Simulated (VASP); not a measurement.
Given:

```xyz
1
Lattice="0.0000 2.0250 2.0250 2.0250 0.0000 2.0250 2.0250 2.0250 0.0000" Properties=species:S:1:pos:R:3 pbc="T T T"
Al     0.0000     0.0000     0.0000
```

Computed with revTPSS meta-GGA, VASP's PBE PAW potentials (set 64) (plane waves; VASP). Run with 520 eV cut-off, 14×14×14 Γ-centred mesh, first-order Methfessel-Paxton smearing of 0.10 eV, potentials Al.

Energy and stress use the plane-wave basis of the starting cell.

Q: The ions, cell shape and volume are relaxed. Which structure does the run end with?

A: 
```xyz
1
Lattice="0.0000 2.0011 2.0011 2.0011 0.0000 2.0011 2.0011 2.0011 0.0000" Properties=species:S:1:pos:R:3 pbc="T T T"
Al     0.0000     0.0000     0.0000
```
Space group Fm-3m (225), at a tolerance of 0.03 Å.

Q: How do energy and volume change from the first to the last step?

A: The energy (σ→0) changes by -5.2 meV/atom and the volume by -3.5 %, in 3 ionic steps.

The compound is Al in the fcc structure. This run relaxes it. Symmetry was kept, so distortions that lower it aren't found.
